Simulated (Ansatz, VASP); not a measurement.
# Sb (Antimony) in two plane-wave programs

One calculation is typed for both programs; each brings its own data sets. How far apart do they land? The cell is taken from a series of runs on this material, whose earlier steps may have relaxed, scaled, displaced or heated it; both programs get it as it stands.

Main program and level: Ansatz 0.2.0; plane waves, with VASP 6.6.1 beside it; relaxation of cell and atoms at PBE with D3(BJ).

### 1. Starting point

It takes space group R-3m (No. 166, trigonal). The conventional cell has a = 4.323 Å, b = 4.323 Å, c = 11.062 Å, α = 90.00°, β = 90.00°, γ = 120.00°. Sb has 3 Sb at 2.93 Å nearest.

### 2. VASP: relaxation of cell and atoms, PBE with D3(BJ)

The relaxed volume is the usual yardstick between codes: in a stiff, nearly cubic crystal its relative difference is about their pressure difference at one cell divided by the bulk modulus.

Lines of VASP's logs that name or quote its potential files are left out, and so is its time.

Input file INCAR:

```
SYSTEM = Sb
PREC = Accurate
ENCUT = 500
EDIFF = 1E-07
NELM = 120
ISMEAR = 1
SIGMA = 0.2
LREAL = .FALSE.
ALGO = Normal
GGA = PE
IVDW = 12
NBANDS = 11
LORBIT = 11
LWAVE = .FALSE.
LCHARG = .FALSE.
ISIF = 3
IBRION = 2
NSW = 80
EDIFFG = -0.005
LASPH = .TRUE.
GGA_COMPAT = .FALSE.
NELMIN = 4
KPAR = 2
```

Input file POSCAR:

```
Sb
1.0
    2.1613900000      1.2478790000      3.6874950000
   -2.1613900000      1.2478790000      3.6874950000
    0.0000000000     -2.4957580000      3.6874950000
Sb
2
Direct
    0.2356125229      0.2356125229      0.2356125229
    0.7643874771      0.7643874771      0.7643874771
```

Input file KPOINTS:

```
Automatic mesh
0
Gamma
12 12 12
0 0 0
```

PAW data sets: Sb (PBE family, release 64).

On the command line:

```
$ mpirun -np 2 vasp_std
```

Numbers of over 12 decimals in the logs are rounded to 6 here.

The log of the run:

```text
[banner, memory and clock lines left out]
running    2 mpi-ranks, on    1 nodes
 distrk:  each k-point on    1 cores,    2 groups
 distr:  one band on    1 cores,    1 groups

 POSCAR found type information on POSCAR Sb
 POSCAR found :  1 types and       2 ions
 LDA part: xc-table for (Slater+PW92), standard interpolation
 POSCAR, INCAR and KPOINTS ok, starting setup
 FFT: planning ... GRIDC
 FFT: planning ... GRID_SOFT
 FFT: planning ... GRID
 WAVECAR not read
 entering main loop
       N       E                     dE             d eps       ncg     rms          rms(c)
DAV:   1     0.347237358882E+02    0.34724E+02   -0.35176E+03  4158   0.692E+02
DAV:   2    -0.634756830609E+01   -0.41071E+02   -0.39719E+02  5544   0.113E+02
DAV:   3    -0.822789261470E+01   -0.18803E+01   -0.18529E+01  4985   0.265E+01
DAV:   4    -0.824562709478E+01   -0.17734E-01   -0.17727E-01  4726   0.304E+00
DAV:   5    -0.824582561147E+01   -0.19852E-03   -0.19852E-03  4835   0.366E-01    0.301E+00
DAV:   6    -0.824549034524E+01    0.33527E-03   -0.23032E-03  4706   0.349E-01    0.182E+00
DAV:   7    -0.824557894330E+01   -0.88598E-04   -0.55147E-03  4500   0.533E-01    0.806E-02
DAV:   8    -0.824569302866E+01   -0.11409E-03   -0.17872E-04  4790   0.873E-02    0.242E-02
DAV:   9    -0.824571879480E+01   -0.25766E-04   -0.38814E-05  4524   0.407E-02    0.454E-03
DAV:  10    -0.824571958969E+01   -0.79490E-06   -0.41482E-06  4906   0.116E-02    0.139E-03
DAV:  11    -0.824571964645E+01   -0.56759E-07   -0.37696E-07  4629   0.417E-03
   1 F= -.92029865E+01 E0= -.92037976E+01  d E =-.920299E+01
[...]
2 F= -.92033713E+01 E0= -.92041870E+01  d E =-.384779E-03
[...]
3 F= -.92033715E+01 E0= -.92041874E+01  d E =-.384935E-03
[...]
4 F= -.92036768E+01 E0= -.92044810E+01  d E =-.305321E-03
[...]
5 F= -.92037621E+01 E0= -.92045526E+01  d E =-.390643E-03
[...]
6 F= -.92037628E+01 E0= -.92045516E+01  d E =-.391370E-03
[...]
7 F= -.92037960E+01 E0= -.92045879E+01  d E =-.331672E-04
 trial-energy change:   -0.000033  1 .order   -0.000034   -0.000044   -0.000023
 step:   2.4965(harm=  2.4965)  dis= 0.00081  next Energy=    -9.203810 (dE=-0.467E-04)
 bond charge predicted
       N       E                     dE             d eps       ncg     rms          rms(c)
DAV:   1    -0.824358270032E+01    0.94363E-04   -0.12924E-03  4566   0.192E-01    0.145E-02
DAV:   2    -0.824358289086E+01   -0.19054E-06   -0.46167E-05  4422   0.473E-02    0.889E-03
DAV:   3    -0.824358140950E+01    0.14814E-05   -0.73543E-06  4737   0.145E-02    0.147E-03
DAV:   4    -0.824358147235E+01   -0.62846E-07   -0.66130E-07  4569   0.541E-03
   8 F= -.92038078E+01 E0= -.92046020E+01  d E =-.450036E-04
 curvature:  -1.53 expect dE=-0.493E-05 dE for cont linesearch -0.677E-10
 trial: gam= 0.07990 g(F)=  0.888E-06 g(S)=  0.234E-05 ort = 0.450E-07 (trialstep = 0.145E+01)
 search vector abs. value=  0.353E-05
 reached required accuracy - stopping structural energy minimisation
```

Parts of OUTCAR (step 2):

```text
ion  position               nearest neighbor table
   1  0.236  0.236  0.236-   2 2.93   2 2.93   2 2.93   2 3.30   2 3.30   2 3.30
   2  0.764  0.764  0.764-   1 2.93   1 2.93   1 2.93   1 3.30   1 3.30   1 3.30

  LATTYP: Found a trigonal (rhomboedric) cell.
 ALAT       =     4.4526877395
 COS(alpha) =     0.5287495350

 Subroutine GETGRP returns: Found 12 space group operations
 (whereof 12 operations were pure point group operations)

The static configuration has the point symmetry D_3d.

 Found    189 irreducible k-points:

   k-points           NKPTS =    189   k-points in BZ     NKDIM =    189   number of bands    NBANDS=     11

   dimension x,y,z NGX =    32 NGY =   32 NGZ =   32
   dimension x,y,z NGXF=    64 NGYF=   64 NGZF=   64

   ENCUT  =  500.0 eV  36.75 Ry    6.06 a.u.   8.12  8.12  8.12*2*pi/ulx,y,z

   NELECT =      10.0000    total number of electrons

 k-points in reciprocal lattice and weights: Automatic mesh
   0.00000000  0.00000000  0.00000000       0.001
   0.08333333 -0.00000000  0.00000000       0.003
   0.16666667 -0.00000000  0.00000000       0.003
   0.25000000 -0.00000000  0.00000000       0.003
   0.33333333 -0.00000000 -0.00000000       0.003
   0.41666667 -0.00000000 -0.00000000       0.003
   0.50000000 -0.00000000  0.00000000       0.002
   0.08333333  0.08333333  0.00000000       0.003
   0.16666667  0.08333333  0.00000000       0.007
[...]
-0.41666667  0.50000000  0.41666667       0.003
   0.50000000  0.50000000  0.50000000       0.001

 Edisp (eV)   -0.96012

 average (electrostatic) potential at core
       1 -85.7046       2 -85.7046

 E-fermi :   7.4055

 k-point     1 :       0.0000    0.0000    0.0000
  band No.  band energies     occupation
      1      -5.3117      2.00000
      2       2.7474      2.00000
      3       5.4663      2.00000
      4       5.6017      2.00000
      5       5.6017      2.00000
      6       9.8173     -0.00000
      7      10.2744     -0.00000
      8      10.2744     -0.00000
      9      12.3525      0.00000
     10      12.3525      0.00000
    ...

 k-point     2 :       0.0833   -0.0000    0.0000
  band No.  band energies     occupation
      1      -5.2346      2.00000
      2       2.3619      2.00000
      3       5.4891      2.00000
      4       5.5951      2.00000
      5       5.7960      2.00000
      6       9.7109     -0.00000
      7      10.0382     -0.00000
      8      10.0502     -0.00000
      9      12.0878      0.00000
     10      12.3915      0.00000
    ...

 k-point     3 :       0.1667   -0.0000    0.0000
  band No.  band energies     occupation
      1      -5.0042      2.00000
      2       1.4859      2.00000
      3       5.5144      2.00000
      4       5.5846      2.00000
      5       6.1720      2.00000
      6       9.3159     -0.00000
      7       9.4623     -0.00000
      8       9.5121     -0.00000
      9      11.9742      0.00000
     10      12.5185      0.00000
    ...

 Edisp (eV)   -0.96023

  Total      -0.00496    -0.00496    -0.00690    -0.00000     0.00000    -0.00000
  in kB      -0.13369    -0.13369    -0.18591    -0.00000     0.00000    -0.00000
  external pressure =       -0.15 kB  Pullay stress =        0.00 kB

  energy-cutoff  :      500.00
  volume of cell :       59.50
      direct lattice vectors                 reciprocal lattice vectors
     2.162738037  1.248657289  3.671872339     0.231188425  0.133476710  0.090780208
    -2.162738037  1.248657289  3.671872339    -0.231188425  0.133476710  0.090780208
    -0.000000000 -2.497314578  3.671872339     0.000000000 -0.266953420  0.090780208

 POSITION                                       TOTAL-FORCE (eV/Angst)
 -----------------------------------------------------------------------------------
     -0.00000      0.00000      2.60663         0.000000      0.000000     -0.003034
     -0.00000      0.00000      8.40898        -0.000000     -0.000000      0.003034
 -----------------------------------------------------------------------------------
    total drift:                               -0.000000      0.000000     -0.000000

  FREE ENERGIE OF THE ION-ELECTRON SYSTEM (eV)
  ---------------------------------------------------
  free  energy   TOTEN  =        -9.2038078478 eV

  energy  without entropy=       -9.2061902878  energy(sigma->0) =       -9.20460199

 reached required accuracy - stopping structural energy minimisation

 total charge
# of ion       s       p       d       tot
------------------------------------------
    1        1.213   1.146   0.037   2.397
    2        1.213   1.146   0.037   2.397
--------------------------------------------------
tot          2.427   2.293   0.073   4.793

[... 3 further parts left out ...]
```

The run keeps the 12 symmetry operations of its start, so it cannot find a distortion of lower symmetry.

### 3. Ansatz: relaxation of cell and atoms, PBE with D3(BJ)

Ansatz runs on its default PAW (the set named soft_2) files.

The same cell, functional, mesh and smearing now go to Ansatz, which takes its cutoff from its data sets.

Input file input.yaml:

```yaml
crystal:
  lattice:
    - [2.161389621, 1.2478788795, 3.6874947121]
    - [-2.161389621, 1.2478788795, 3.6874947121]
    - [0.0, -2.495757759, 3.6874947121]
  atoms:
    - { symbol: Sb, position: [0.2356125003, 0.2356125003, 0.2356125003] }
    - { symbol: Sb, position: [0.7643874997, 0.7643874997, 0.7643874997] }
kpoints:
  mp_grid: { grid: [12, 12, 12] }
hamiltonian:
  xc: pbe
  dispersion: d3bj
scf:
  occupations: { method: methfessel_paxton, width: 0.2 }
output:
  forces: true
  stress: true
  eigenvalues: true
relax:
  adjacent_minimum: "off"
  f_tol: 0.001
  max_steps: 60
  cell: { stress_tol: 0.01 }
```

On the command line:

```
$ ansatz run input.yaml --threads 4 --pin off --max-ram 16384MiB --backend cpu --events-out ev --progress --plain --runs-dir out
```

The log of the run:

```text
Engine: ansatz 0.2.0, aarch64-unknown-linux-gnu
Pseudopotentials: kind: paw
Pseudopotential: Sb, paw, valence charge 15, recommended cutoff 420 eV (normal), Sb.paw.azcp
Functional definition: PBE
  parameter kappa = 0.804
  parameter beta = 0.066725
  exchange = pbe_x(kappa = kappa, mu = beta*pi^2/3)
  correlation = pbe_c(beta = beta)
Crystal: 2 atoms, lattice volume = 59.674 Å³
Basis set: ecut = 420 eV, 1183 PW (Γ), exchange–correlation on 60×60×60 points (8 copies of the dense FFT grid, shifted against one another)
Bands: 19, of which v1, the nominal top of the filled ones, is band 15 counted from 1 (14 counted from 0)
Symmetry: 12 space group operations
Space group: R-3m (ITA 166), of the structure as read, at distance tolerance 3.9e-5 Å
k-points: 189 of 1728
Non-local potential: Sb, projectors of the file, l = 0: 2, l = 1: 2, l = 2: 2, l = 3: 2
PAW form: soft (Blöchl's): semilocal exchange-correlation on the pseudo side does not see the compensation charge
PAW one-centre angular grid: Sb, 590 points (default); XC on 64 Gauss nodes
Initial density: superposition of atomic densities (neutral atoms: chi_scale 0, normalization atom), corrected by the library's trained network
Initial wavefunctions: pseudopotential atomic-orbital guess
Functional: x = pbe(κ = 0.804, μ = 0.219515), c = pbe(β = 0.066725)
SCF iter   1: F=—  HF=-12969.906411 eV  |F-HF|=—  |Δ(HF+E_count)|=         —  Δρ=1.91e-3  dr2=2.27e-3  ethr=1.77e-3  ⟨swp⟩=5.7  Hψ=17398  notcnv=0
preconditioner: auto → Kerker (q_TF=auto, 2.433 Å⁻¹)  [metal: Δε(μ)=0.105 eV  Ē_g=8.698 eV  σ=0.200 eV  W_gap=0.40  n_scr=14 (ndim 8)  ℏωp=15.2 eV  f_vac=0.001  D(μ)=0.15/eV (n_scr^D=0)]
SCF iter   2: F=—  HF=-12969.905069 eV  |F-HF|=—  |Δ(HF+E_count)|=   1.34e-3  S|Δr|=    0.00e0  Δρ=1.09e-3  dr2=5.93e-4  ethr=7.56e-6  ⟨swp⟩=2.0  Hψ=7581  notcnv=0
SCF iter   3: F=—  HF=-12969.905092 eV  |F-HF|=—  |Δ(HF+E_count)|=   2.30e-5  S|Δr|=    0.00e0  Δρ=4.06e-4  dr2=7.98e-5  ethr=1.98e-6  ⟨swp⟩=2.2  Hψ=5908  notcnv=0
SCF iter   4: F=—  HF=-12969.905108 eV  |F-HF|=—  |Δ(HF+E_count)|=   1.60e-5  S|Δr|=    0.00e0  Δρ=1.53e-4  dr2=1.16e-5  ethr=2.66e-7  ⟨swp⟩=2.7  Hψ=5863  notcnv=0
SCF iter   5: F=—  HF=-12969.905108 eV  |F-HF|=—  |Δ(HF+E_count)|=   3.70e-8  S|Δr|=    0.00e0  Δρ=3.00e-5  dr2=8.78e-7  ethr=3.86e-8  ⟨swp⟩=2.0  Hψ=6429  notcnv=0
SCF iter   6: F=—  HF=-12969.905109 eV  |F-HF|=—  |Δ(HF+E_count)|=   5.17e-7  S|Δr|=    0.00e0  Δρ=1.40e-5  dr2=1.02e-7  ethr=2.93e-9  ⟨swp⟩=3.0  Hψ=6700  notcnv=0
SCF iter   7: F=-12969.905109 eV  HF=-12969.905109 eV  |F-HF|=1.72e-9  |Δ(HF+E_count)|=   1.81e-8  S|Δr|=    0.00e0  Δρ=2.82e-6  dr2=6.92e-9  ethr=3.33e-10  ⟨swp⟩=4.7  Hψ=13022  notcnv=0
SCF 1 converged in 7 iterations: F = -12969.905109 eV  dr2 = 6.92e-9
  greatest PAW one-centre occupation: 0.996 electrons in one spin orbital (limit 2), on the Sb atom at site 1 (counted from 0), in its partial waves of l = 2
relax step   1: F+E_penalty+E_count = -12969.90510892 eV  Δ(F+E_penalty+E_count) = +0.000e0 eV  max|allowed force component| = 4.115e-2 eV/Å  Δτ_max = 0.0000 Å  P = +0.057 GPa  Ω = 59.674 Å³  (7 SCF iters, dr2 threshold 1.00e-7 eV, accepted)
[...]
relax step   2: F+E_penalty+E_count = -12969.90518883 eV  Δ(F+E_penalty+E_count) = -7.991e-5 eV  max|allowed force component| = 2.665e-2 eV/Å  Δτ_max = 0.0071 Å  P = -0.134 GPa  Ω = 59.697 Å³  energy of the carried Pulay correction = -4.723e-6 eV  (4 SCF iters, dr2 threshold 1.06e-7 eV, accepted)
[...]
relax step   3: F+E_penalty+E_count = -12969.90532234 eV  Δ(F+E_penalty+E_count) = -1.335e-4 eV  max|allowed force component| = 8.365e-5 eV/Å  Δτ_max = 0.0022 Å  P = -0.024 GPa  Ω = 59.629 Å³  energy of the carried Pulay correction = +9.548e-6 eV  (3 SCF iters, dr2 threshold 1.16e-7 eV, accepted)
[...]
relax step   4: F+E_penalty+E_count = -12969.90533819 eV  Δ(F+E_penalty+E_count) = -1.585e-5 eV  max|allowed force component| = 1.753e-3 eV/Å  Δτ_max = 0.0002 Å  P = -0.006 GPa  Ω = 59.599 Å³  energy of the carried Pulay correction = +1.582e-5 eV  (4 SCF iters, dr2 threshold 7.40e-9 eV, accepted)
[...]
relax step   5: F+E_penalty+E_count = -12969.90534445 eV  Δ(F+E_penalty+E_count) = -6.261e-6 eV  max|allowed force component| = 8.371e-6 eV/Å  Δτ_max = 0.0004 Å  P = -0.001 GPa  Ω = 59.580 Å³  energy of the carried Pulay correction = +1.983e-5 eV  (4 SCF iters, dr2 threshold 6.38e-10 eV, accepted)
[...]
relax step   6: F+E_penalty+E_count = -12969.90532366 eV  Δ(F+E_penalty+E_count) = +2.079e-5 eV  max|allowed force component| = 3.497e-6 eV/Å  Δτ_max = 0.0000 Å  P = -0.001 GPa  Ω = 59.580 Å³  stress off target by 1.87e-3 GPa  SCF on the basis re-selected at this cell (its energy is not comparable with the rows above)  (6 SCF iters)
basis re-selected at this cell: Δ(F+E_penalty+E_count) = +2.079e-5 eV, ΔP = +0.000 GPa vs the last step (what re-selecting the basis moved, of the pressure what is left beyond the Pulay correction that the steps carried, after the strain that the cell walked since its last selection, with what the two solves' SCF thresholds leave and, on support functions, any second-order correction that the steps lacked; it is no m [...]
SCF converged after 6 iterations
Stability not checked: this state was not tested for a lower state beside it, because cold or Methfessel-Paxton smearing, or corrected tetrahedra, fill the levels in a way that the test cannot read (fill_not_monotonic; see scf.lower_state_search)
Free energy (F): -12969.905324 eV
Harris-Foulkes:  -12969.905324 eV  (|F-HF|=5.46e-12)
Internal energy: -12969.907709 eV  (E = F + TS)
E sigma→0 (E₀):  -12969.905920 eV
Entropy (-TS):   0.002385 eV (1.193 meV/atom)
Fermi energy:    10.243299 eV
--- Per-component energies (eV) ---
  E_band       = -332.890619
  E_kinetic    = 414.220042
  E_local      = -3161.390699  (includes V_loc(G=0)·N_el)
  E_nonlocal   = 724.389605
  E_hartree    = 1435.652083
  E_xc         = -277.107555
  E_vxc        = -192.793127  (∫ρ·V_xc dr)
  E_paw        = -9150.582280  (= ΣΔE_a)
  E_vpaw       = -988.620605  (= ΣTr[D̂ρ^β])
  E_aug_tail   = -0.000003  (compensation charges beyond the density's cutoff)
  E_ewald      = -2954.129809
  E_disp       = -0.959092  (pairwise vdW)
  E_smearing   = 0.002385  (= −TS)
  E_closure    = 0.000000  (closes the sum)
  Σ components = -12969.905324   (vs F -12969.905324, Δ=0.00e0)
--- Forces (eV/Å), atoms counted from 1 ---
  atom   1  Sb     0.00000000     0.00000000    -0.00000350
  atom   2  Sb    -0.00000000     0.00000000     0.00000350
  max |Σ_I F_I| component: 1.85e-17 eV/Å
--- Stress (GPa, compression-positive) ---
        0.000129      -0.000000      -0.000000
       -0.000000       0.000129       0.000000
       -0.000000       0.000000      -0.001873
  P = ⅓ Tr σ = -0.0005 GPa (-0.005 kbar)
--- Band table (eV; the first three rows and the last of 189) ---
  k-point 0: bands = [... 11 lower, 5.5491, 8.2889, 8.4341, 8.4341, 12.6197, 13.0901, 13.0901, 15.2579]
  k-point 1: bands = [... 11 lower, 5.1699, 8.3124, 8.4262, 8.6193, 12.5220, 12.8597, 12.8662, 14.9712]
  k-point 2: bands = [... 11 lower, 4.3032, 8.3353, 8.4121, 8.9844, 12.1423, 12.2940, 12.3305, 14.8401]
  k-point 188: bands = [... 11 lower, 1.0974, 9.0017, 9.0017, 9.8311, 10.2030, 10.2030, 11.1795, 17.6262]
--- Relaxed structure (5 steps of the walk, 5 accepted, 1 SCFs on fresh bases) ---
  F+E_penalty+E_count = -12969.90532366 eV   max|allowed force component| = 3.497e-6 eV/Å   (the final SCF, on the basis selected at the relaxed cell)
  cell:  # Å, volume = 59.5804 Å³
    - [2.161844, 1.248141, 3.680138]
    - [-2.161844, 1.248141, 3.680138]
    - [-2.435944827220202e-19, -2.496282, 3.680138]
  atoms:
    - { symbol: Sb, position: [0.236118, 0.236118, 0.236118] }
    - { symbol: Sb, position: [0.763882, 0.763882, 0.763882] }
```

The column dr2 measures how far the density is from self-consistency, as an energy; F and HF (Harris–Foulkes) agree once it is small.

### 4. Comparison

Known differences besides the potentials themselves: the data sets hold 30 valence electrons in Ansatz (on its default PAW (the set named soft_2) files) and 10 in VASP; the cutoff is 420 eV in Ansatz and 500 eV in VASP; Ansatz adds a Pulay correction to the stress that steers its cell, VASP none. Total energies have different zeros and are not compared.

Both answers:

| quantity | Ansatz | VASP | difference |
| --- | --- | --- | --- |
| volume (Å³) | 59.58 | 59.50 | +0.14 % |
| edge a after relaxation, in the typed setting (Å) | 4.447 | 4.441 | +0.14 % |

### 5. Outcome

* difference in volume (relaxation of cell and atoms, PBE with D3(BJ)): 0.14 %

What this shows: The difference in volume is 0.14 % (relaxation of cell and atoms, PBE with D3(BJ)), within the 1.2 % picked in this series as the mark of a large difference, as far as the stopping tolerances let one tell. The data sets hold unlike numbers of valence electrons (30 in Ansatz and 10 in VASP), so part of the differences comes from the potentials. 2 further runs of this series are not shown here. How closely two codes agree says nothing of how well the functional describes the real material.

[Lines on the potential files, build, host, timing and source positions are cut from VASP's logs without a mark.]

[Logs are printed without paths, hosts, clocks, repeated set-up lines and the standing remarks that a program may print on its own settings, such as how far it seeks lower states.]

[Hosts, paths, dates, database ids (printed as entryN), source tags and the programs' standing remarks are cut or masked in the printed files.]
